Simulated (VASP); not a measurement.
# SiC (Moissanite 3C): time-dependent DFT spectra, part 5 of 5

Aim: the absorption of SiC (Moissanite 3C) from time-dependent DFT with and without exact exchange. The cell is of the zinc-blende type, one of the forms listed for this formula. The start is a cell from a database of measured crystal structures.

VASP 6.6.1, plane waves and PAW; the level of theory is named at each step.

So far, lowest excitation (eV): step 4 (casida equation on LDA, time-dependent LDA, Casida form) 4.51; step 5 (random-phase approximation on LDA, RPA spectrum on LDA) 4.52; step 9 (casida equation on HSE06, time-dependent HSE06, Casida form) 5.68; step 10 (random-phase approximation on HSE06, RPA spectrum on HSE06) 5.75.

## (14) Casida equation on PBE-EpsX

This step: time-dependent PBE-EpsX, Casida form; plane waves and PAW (Si, C) (VASP 6.6.1).

The Casida equation, in the Tamm-Dancoff approximation (ANTIRES = 0), couples the pairs by a local exchange-correlation kernel and by exact exchange, which attracts electron and hole.

INCAR

```
SYSTEM = SiC
PREC = Accurate
ENCUT = 420
ISMEAR = 0
SIGMA = 0.01
LREAL = .FALSE.
LHFCALC = .TRUE.
AEXX = 0.143
GGA = PE
LASPH = .TRUE.
NBANDS = 24
PRECFOCK = Fast
ALGO = TDHF
NBANDSO = 4
NBANDSV = 4
OMEGAMAX = 25
NEDOS = 1000
CSHIFT = 0.1
LWAVE = .FALSE.
LCHARG = .FALSE.
ANTIRES = 0
LFXC = .TRUE.
LADDER = .TRUE.
```

POSCAR

```
SiC
1.0
    0.0000000000      2.1790000000      2.1790000000
    2.1790000000      0.0000000000      2.1790000000
    2.1790000000      2.1790000000      0.0000000000
Si C
1 1
Direct
    0.0000000000      0.0000000000      0.0000000000
    0.7500000000      0.7500000000      0.7500000000
```

KPOINTS

```
Automatic mesh
0
Gamma
6 6 6
0 0 0
```

The projector-augmented-wave data sets are Si and C (PBE family, release 64).

The WAVECAR or CHGCAR of an earlier step is read.

The run is started by

```sh
$ mpirun -np 8 vasp_std
```

Log:

```text
[banner, memory and clock lines left out]
 LDA part: xc-table for (Slater+PW92), standard interpolation
 found WAVECAR, reading the header
 POSCAR, INCAR and KPOINTS ok, starting setup
 FFT: planning ... GRIDC
 FFT: planning ... GRID_SOFT
 FFT: planning ... GRID
 reading WAVECAR
 the WAVECAR file was read successfully
 initial charge from wavefunction
 available memory per node:    138.29 GB, setting MAXMEM to    141609

 The Fermi energy was updated, please check that it is located mid-gap
 values below the HOMO (VB) or above the LUMO (CB) will cause erroneous energies
 E-fermi :   8.6808

 Doing            0  frequencies on each core in blocks of            0
 parallelization over k-points
 Using distributed matrix
 Using distributed eigensolver
 allocating two-electron 4 orbital integral table    4    4    4    4
 BSE setting up matrix
 available memory per node:    138.31 GB, setting MAXMEM to    141627
 Calculate matrix elements of the BSE Hamiltonian:
 Workload is divided into blocks of two-electron 4 orbital integrals computed in
  parallel.
 Each block/integral has dimensions  of (   4,   4,   4,   4) orbitals
 Total number of blocks/integrals:                23436
 Number of spins:                                     1
 Number of kpoints:                                 216
 Spin channel:                                        1
  Number of blocks of unoccupied bands:               1
  Number of blocks of occupied bands:                 1
 Number of rows/columns of blocks:                  216

                                                        Time (sec)
               Integrals                 Ranks       Real         CPU
  [         1 -       1728/     23436]     8         0.22        0.00
  [      1729 -       3456/     23436]     8         0.48        0.00
  [      3457 -       5184/     23436]     8         0.72        0.00
  [      5185 -       6912/     23436]     8         0.94        0.00
  [      6913 -       8640/     23436]     8         1.21        0.00
  [      8641 -      10368/     23436]     8         1.43        0.00
  [     10369 -      12096/     23436]     8         1.68        0.00
  [     12097 -      13824/     23436]     8         1.92        0.00
  [     13825 -      15552/     23436]     8         2.20        0.00
  [     15553 -      17280/     23436]     8         2.41        0.00
  [     17281 -      19008/     23436]     8         2.63        0.00
  [     19009 -      20736/     23436]     8         2.88        0.00
  [     20737 -      22464/     23436]     8         3.10        0.00
  [     22465 -      23328/     23436]     8         3.21        0.00
  [     23329 -      23436/     23436]     8         3.23        0.00

[... 6 parts as in an earlier step ...]
```

The job ended after 8.2 s (8 MPI ranks of Intel Xeon 6975P-C (Granite Rapids), shared host; peak memory 1.8 GiB; 49 s of CPU time).

Parts of OUTCAR (step 14):

```text
   NELECT =       8.0000    total number of electrons

 E-fermi :   8.6808

[... 8 parts as in an earlier step ...]

[... 2 further parts left out ...]
```

This step gave:

* lowest excitation: 5.280 eV

The imaginary dielectric function, xx has structure finer than the step of the table below, so its rows give means over 1 eV, whole bins alone (the curve runs from 0 to 25 eV). Peaks (eV: height): 6.3: 23.9, 7.3: 44.6, 9.1: 11.1, 11.6: 9.70.

From 4 filled and 4 empty bands alone, without any pair above OMEGAMAX = 25 eV, so strength is missing wherever others contribute; lines are broadened by CSHIFT, which also makes the tail under the first line. Imaginary dielectric function, xx against photon energy; means over each step:

| photon energy (eV) | imaginary dielectric function, xx |
| --- | --- |
| 1 | 0.0214 |
| 2 | 0.0492 |
| 3 | 0.0970 |
| 4 | 0.220 |
| 5 | 2.27 |
| 6 | 10.3 |
| 7 | 20.0 |
| 8 | 7.58 |
| 9 | 8.52 |
| 10 | 5.26 |
| 11 | 4.01 |
| 12 | 5.36 |
| 13 | 1.96 |
| 14 | 0.800 |
| 15 | 0.635 |
| 16 | 0.547 |
| 17 | 0.349 |
| 18 | 0.318 |
| 19 | 0.238 |
| 20 | 0.181 |
| 21 | 0.0651 |
| 22 | 0.0388 |
| 23 | 0.0304 |
| 24 | 0.0356 |

Some of the lowest 40 states alone, with states under 2.5 meV apart joined, scaled to the strongest line shown. Exciton lines, with heights relative to the strongest:

| position (eV) | lines merged | oscillator strength |
| --- | --- | --- |
| 5.280 | 3 | 0.0 |
| 5.285 | 3 | 32 |
| 5.992 | 3 | 0.0 |
| 5.999 | 3 | 63 |
| 6.008 | 3 | 0.0 |
| 6.012 | 3 | 0.0 |
| 6.241 | 3 | 0.0 |
| 6.247 | 3 | 100 |
| 6.267 | 5 | 0.0 |
| 6.271 | 1 | 0.0 |

The lowest excitation lies at 5.280 eV, -369 meV against the direct gap of these orbitals, a distance that this coarse mesh makes far too large. It is dark; the first state with over 2 % of the strongest strength among the lowest 40 lies at 5.285 eV. Peak heights aren't converged with the mesh, least of all at the onset.

## (15) Random-phase approximation on PBE-EpsX

This step: RPA spectrum on PBE-EpsX; plane waves and PAW (Si, C) (VASP 6.6.1).

With the exchange-correlation kernel off, only the local fields remain: the random-phase approximation.

Edit INCAR of step 14 so:

```diff
@@ -21,3 +21,3 @@
 ANTIRES = 0
-LFXC = .TRUE.
-LADDER = .TRUE.
+LFXC = .FALSE.
+LADDER = .FALSE.
```

POSCAR is that of step 14.

KPOINTS is that of step 14.

The run is started by

```sh
$ mpirun -np 8 vasp_std
```

Log:

```text
[banner, memory and clock lines left out]
 LDA part: xc-table for (Slater+PW92), standard interpolation
 found WAVECAR, reading the header
 POSCAR, INCAR and KPOINTS ok, starting setup
 FFT: planning ... GRIDC
 FFT: planning ... GRID_SOFT
 FFT: planning ... GRID
 reading WAVECAR
 the WAVECAR file was read successfully
 initial charge from wavefunction
 available memory per node:    144.21 GB, setting MAXMEM to    147669

 Doing            0  frequencies on each core in blocks of            0
 parallelization over k-points
 Using distributed matrix
 Using distributed eigensolver
 allocating two-electron 4 orbital integral table    4    4    4    4
 BSE setting up matrix
 available memory per node:    144.21 GB, setting MAXMEM to    147668
 Calculate matrix elements of the BSE Hamiltonian:
 Workload is divided into blocks of two-electron 4 orbital integrals computed in
  parallel.
 Each block/integral has dimensions  of (   4,   4,   4,   4) orbitals
 Total number of blocks/integrals:                23436
 Number of spins:                                     1
 Number of kpoints:                                 216
 Spin channel:                                        1
  Number of blocks of unoccupied bands:               1
  Number of blocks of occupied bands:                 1
 Number of rows/columns of blocks:                  216

                                                        Time (sec)
               Integrals                 Ranks       Real         CPU
  [         1 -       1728/     23436]     8         0.19        0.00
  [      1729 -       3456/     23436]     8         0.37        0.00
  [      3457 -       5184/     23436]     8         0.50        0.00
  [      5185 -       6912/     23436]     8         0.67        0.00
  [      6913 -       8640/     23436]     8         0.79        0.00
  [      8641 -      10368/     23436]     8         0.97        0.00
  [     10369 -      12096/     23436]     8         1.10        0.00
  [     12097 -      13824/     23436]     8         1.27        0.00
  [     13825 -      15552/     23436]     8         1.40        0.00
  [     15553 -      17280/     23436]     8         1.55        0.00
  [     17281 -      19008/     23436]     8         1.68        0.00
  [     19009 -      20736/     23436]     8         1.87        0.00
  [     20737 -      22464/     23436]     8         2.01        0.00
  [     22465 -      23328/     23436]     8         2.10        0.00
  [     23329 -      23436/     23436]     8         2.12        0.00

[... 7 parts as in an earlier step ...]
```

It took 6.2 s on 8 MPI ranks; peak memory 1.8 GiB; 36 s of CPU time.

Parts of OUTCAR (step 15):

```text
   NELECT =       8.0000    total number of electrons

 E-fermi :   8.6808

[... 8 parts as in an earlier step ...]

[... 2 further parts left out ...]
```

This step gave:

* lowest excitation: 5.650 eV

The imaginary dielectric function, xx has structure finer than the step of the table below, so its rows give means over 0.5 eV, whole bins alone (the curve runs from 0 to 25 eV). Peaks (eV: height): 6.63: 17.3, 7.13: 10.1, 7.81: 36.6, 9.76: 14.8, 12.39: 13.3, 13.09: 9.02.

From 4 filled and 4 empty bands alone, without any pair above OMEGAMAX = 25 eV, so strength is missing wherever others contribute; lines are broadened by CSHIFT, which also makes the tail under the first line. The imaginary dielectric function, xx by photon energy; means over each step:

photon energy (eV), imaginary dielectric function, xx and a bar:
```
      0.5        0.0 
      1.0        0.0 
      1.5        0.0 
      2.0        0.0 
      2.5        0.0 
      3.0        0.1 
      3.5        0.1 
      4.0        0.1 
      4.5        0.2 
      5.0        0.3 
      5.5        1.8 ##
      6.0        1.7 ##
      6.5        9.5 ############
      7.0        7.0 #########
      7.5       10.5 #############
      8.0       24.0 ##############################
      8.5        6.8 ########
      9.0        6.2 ########
      9.5        9.5 ############
     10.0        7.3 #########
     10.5        5.7 #######
     11.0        5.4 #######
     11.5        3.4 ####
     12.0        6.6 ########
     12.5        8.2 ##########
     13.0        7.6 ##########
     13.5        3.3 ####
     14.0        2.2 ###
     14.5        1.4 ##
     15.0        1.2 ##
     15.5        1.1 #
     16.0        0.6 #
     16.5        1.0 #
     17.0        0.9 #
     17.5        0.6 #
     18.0        0.7 #
     18.5        0.5 #
     19.0        0.5 #
     19.5        0.5 #
     20.0        0.2 
     20.5        0.5 #
     21.0        0.2 
     21.5        0.1 
     22.0        0.1 
     22.5        0.1 
     23.0        0.1 
     23.5        0.0 
     24.0        0.0 
     24.5        0.1
```

The lowest excitation lies at 5.650 eV, +1 meV against the direct gap of these orbitals. It is dark; the first state with over 2 % of the strongest strength among the lowest 40 lies at 5.655 eV. Peak heights aren't converged with the mesh, least of all at the onset.

## (16) Summary

This step: time-dependent LDA, HSE06, PBE-EpsX; plane waves and PAW (VASP 6.6.1).

Derived from the runs above.

Cost is wall time times ranks on a shared host, for this step alone, without the steps before it. Excitations by level:

| level | first excitation (eV) | cost (core minutes) |
| --- | --- | --- |
| Casida equation on LDA | 4.514 | 0.93 |
| random phases on LDA | 4.515 | 0.88 |
| Casida equation on HSE06 | 5.676 | 1.09 |
| random phases on HSE06 | 5.754 | 1.15 |
| Casida equation on PBE-EpsX | 5.28 | 1.09 |
| random phases on PBE-EpsX | 5.65 | 0.83 |

## (17) Outcome

| Item | Value |
| --- | --- |
| Casida equation on LDA | lowest vertical excitation 4.514 eV; direct gap 4.514 eV |
| RPA on LDA | lowest vertical excitation 4.515 eV; direct gap 4.514 eV |
| Casida equation on HSE06 | lowest vertical excitation 5.676 eV; direct gap 5.753 eV |
| RPA on HSE06 | lowest vertical excitation 5.754 eV; direct gap 5.753 eV |
| Casida equation on PBE-EpsX | lowest vertical excitation 5.280 eV; direct gap 5.649 eV |
| RPA on PBE-EpsX | lowest vertical excitation 5.650 eV; direct gap 5.649 eV |

**Reading.** Time-dependent HSE06 puts the lowest vertical singlet excitation at 5.676 eV, 0.08 eV below the direct gap of 5.753 eV; the states within 10 meV of it carry 38 % of the strength of the strongest such group among the lowest 40 states. Time-dependent PBE-EpsX puts the lowest vertical singlet excitation at 5.280 eV, 0.37 eV below the direct gap of 5.649 eV; the states within 10 meV of it carry 32 % of the strength of the strongest such group among the lowest 40 states. The exchange-correlation kernel and the attraction move the centre of weight of eps2 xx over the computed range by -1.40 eV against the run in the random-phase approximation on HSE06, a shift that holds the same mesh error (HSE06). The exchange-correlation kernel and the attraction move the centre of weight of eps2 xx over the computed range by -1.34 eV against the run in the random-phase approximation on PBE-EpsX, a shift that holds the same mesh error (PBE-EpsX). The LDA kernel binds nothing: its lowest excitation, 4.514 eV, sits at the direct gap of 4.514 eV. The binding energy was not obtained: in a well-screened crystal the exciton spreads over many cells, and on this mesh its distance from the gap is set by the mesh and is far too large. On such a mesh the heights of single peaks aren't converged either. For the hybrids, on a mesh this coarse most of the distance from the gap can come from the q = 0 term of the exact exchange, which falls with the number of k points, so it doesn't show which functional binds an exciton. These are vertical excitations; an indirect gap can lie lower. Direct gaps by functional: 4.514 eV at LDA, 5.753 eV at HSE06 and 5.649 eV at PBE-EpsX. Exact exchange widens them. Unscreened exchange converges slowly with the mesh, in the gaps as in the binding, and the two errors partly cancel in the excitation energy. Only the bands set by NBANDSO and NBANDSV form pairs, and any pair above OMEGAMAX = 25 eV is dropped, so the spectrum is that of this window; the window can cut degenerate bands. The given cell is kept, although it stands at -3.6 GPa at LDA and ENCUT = 420 eV, which holds the mismatch of the given cell with this functional and any basis-set error. Not tabulated here, as repeats of values shown or as unfit to read for their mesh, reference level or band range: eps2 curves (empty bands); eps1 curves and static values (Casida equation, empty bands, random phases); line lists of runs without attraction (Casida equation, random phases); gaps (empty bands); exciton binding energies (Casida equation).

[Lines on the potential files, build, host, timing and source positions are cut from VASP's logs without a mark.]

[Logs are printed without paths, hosts, clocks, repeated set-up lines and the standing remarks that a program may print on its own settings, such as how far it seeks lower states.]

[Hosts, paths, dates, database ids (printed as entryN), source tags and the programs' standing remarks are cut or masked in the printed files.]

[Pressures printed for these runs are not shown converged in the cutoff: they can be off by several GPa and have the wrong sign.]
